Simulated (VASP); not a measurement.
Data:

```
KF
1.0
    0.00000     2.65627     2.65627
    2.65627     0.00000     2.65627
    2.65627     2.65627     0.00000
K F
1 1
Cartesian
  0.00000   0.00000   0.00000
  2.65627   2.65627   2.65627
```

Level of theory: PBE GGA, VASP's PBE PAW potentials (set 64) (plane waves; VASP 6.6.1). Numerical set-up: 400 eV cut-off, 6×6×6 Γ-centred mesh, Gaussian smearing of 0.010 eV, potentials K_sv F.

Give the electronic dielectric tensor ε∞ (DFPT, local fields included).

```
1.99  0.00  0.00
0.00  1.99  0.00
0.00  0.00  1.99
```

Give the Born effective charges.

| atom | Z*xx | Z*yy | Z*zz | mean |
|---|---|---|---|---|
| K1 | 1.13 | 1.13 | 1.13 | 1.13 |
| F2 | -1.13 | -1.13 | -1.13 | -1.13 |

And the static tensor with the ions free?

```
5.45  0.00  0.00
0.00  5.45  0.00
0.00  0.00  5.45
```

Which frequencies do the optical Γ-point modes have (no LO-TO splitting)?

196 (×3) cm⁻¹.

The structure comes from a computed database's KF entry; how it stands against other phases isn't given here. The cell was not relaxed at this level. The run is one of a series of settings (EDIFF = 1E-8, IBRION = 8, LEPSILON = .TRUE., NSW = 1 against the base run), some of them coarse on purpose.
